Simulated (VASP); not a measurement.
# SnO2: energy against the displacement of an atom

SnO2 (rutile, P4_2/mnm, 11.912 Å³/atom and stress up to 0.17 GPa in the relaxed cell, c along z) under a displacement u of the O atom at (3.282, 3.282, 0.000) Å, one of 6 in the cell, and of all its periodic images, along (1, 0, 0). LDA in VASP (plane waves, PAW), 600 eV, 8×8×10 Γ-centred mesh, Gaussian smearing 0.05 eV; the cell and the other atoms are held.

Here u stands for displacement and y for E less E0.

```csv
displacement (Å),E less E0 (meV/cell)
-0.070,32.1
-0.040,10.5
-0.020,2.6
0.000,0.0
0.020,2.9
0.040,11.3
0.070,34.6
0.180,?
```

The 7 complete rows are fitted with a parabola, y against u. Least squares gives y = 0.02 + 15.43·u + 6802.5·u². Residuals (row less fit): -0.17, 0.21, 0.17, -0.02, -0.15, -0.22, 0.17; standard error 0.23 (degrees of freedom: 4). Twice the quadratic coefficient is the force constant of this zone-centre displacement, 13.61 ± 0.09 eV/Å².

**Question.** What does the fit predict for y at u = 0.180, and how far is the calculated value from it?

**Answer.** y = 0.02 + 15.43 × 0.18 + 6802.5 × 0.18² = 223.20 meV/cell. The calculation gives 233.4 meV/cell, 10.20 meV/cell above the prediction (4.4 % of the range of y in the table). The row lies outside the fitted rows, so this is an extrapolation. From the scatter of the fitted rows alone, a prediction at this place has a standard error of 1.40 meV/cell, so the miss is 7.3 times that.

A polynomial of degree 3 through the 12 other runs of the series gives 233.6 there, so most of the miss is curvature that the fit leaves out. Rows are the converged runs of the series near zero and its far end, less any whose ions stayed unrelaxed beside relaxed ones; series whose fitted rows scatter by over a few per cent of the range, as at a crossing or softening among them, aren't shown in this form. Most that stay on the fit to the last digits aren't either.
